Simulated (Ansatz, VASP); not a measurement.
**One calculation of TaTe, two programs**

The input INCAR:

```
SYSTEM = TaTe
ALGO = Fast
EDIFF = 1E-7
EDIFFG = -0.04
ENCUT = 600
GGA = PE
IBRION = 2
ISIF = 3
ISMEAR = 0
LASPH = .TRUE.
LCHARG = .FALSE.
LREAL = .FALSE.
LWAVE = .FALSE.
NELM = 80
NSW = 90
PREC = Accurate
SIGMA = 0.1
```

KPOINTS

```
k-points
0
G
  6 6 6
  0 0 0
```

File POSCAR:

```
TaTe
1.0
    3.3723679900      0.0000000000      0.0000000000
    0.0000000000      3.3723679900      0.0000000000
    0.0000000000      0.0000000000      3.3723679900
Ta Te
1 1
Direct
    0.5000000000      0.5000000000      0.5000000000
    0.0000000000      0.0000000000      0.0000000000
```

Input for Ansatz:

```yaml
crystal:
  lattice:
    - [3.37236799, 0.0, 0.0]
    - [0.0, 3.37236799, 0.0]
    - [0.0, 0.0, 3.37236799]
  atoms:
    - { symbol: Ta, position: [0.5, 0.5, 0.5] }
    - { symbol: Te, position: [0.0, 0.0, 0.0] }
basis:
  ecutwfc: 420
kpoints:
  mp_grid: { grid: [6, 6, 6] }
hamiltonian:
  xc: pbe
scf:
  occupations: { method: gaussian, width: 0.1 }
  lower_state_search: "off"
output:
  forces: true
  stress: true
  eigenvalues: true
relax:
  adjacent_minimum: "off"
  f_tol: 0.04
  max_steps: 70
  cell: { stress_tol: 0.4 }
```

Alike in both runs: task relaxation of cell and atoms; functional PBE; k mesh 6 × 6 × 6; occupations gaussian, width 0.1 eV; no spin polarisation.

```csv
,VASP,Ansatz
version,VASP 6.6.1,Ansatz 0.2.0
potentials or method,"VASP PAW PBE potentials, release 64 (Ta_pv, Te)","scalar-relativistic, plane waves, PAW"
plane-wave cutoff (eV),600,420
valence electrons in the cell,17,29
```

|  | VASP | Ansatz | Ansatz less VASP |
| --- | --- | --- | --- |
| gap on the k mesh at the Fermi level, each at its own relaxed structure (eV) | none | none | - |
| relaxed volume (Å³/atom) | 20.01 | 20.00 | -0.018 |
| relaxed cell length with the largest relative difference (Å) | 3.421 | 3.420 | -0.0010 |
| energy change over the relaxation (meV/atom) | -17 | -17 | +0.2 |

A gap of «none» marks a metal or a gap that the smearing closes. The two sets of potentials don't hold the same shells in valence.

The runs have no spin-orbit coupling, so splittings on Ta, Te are missing.
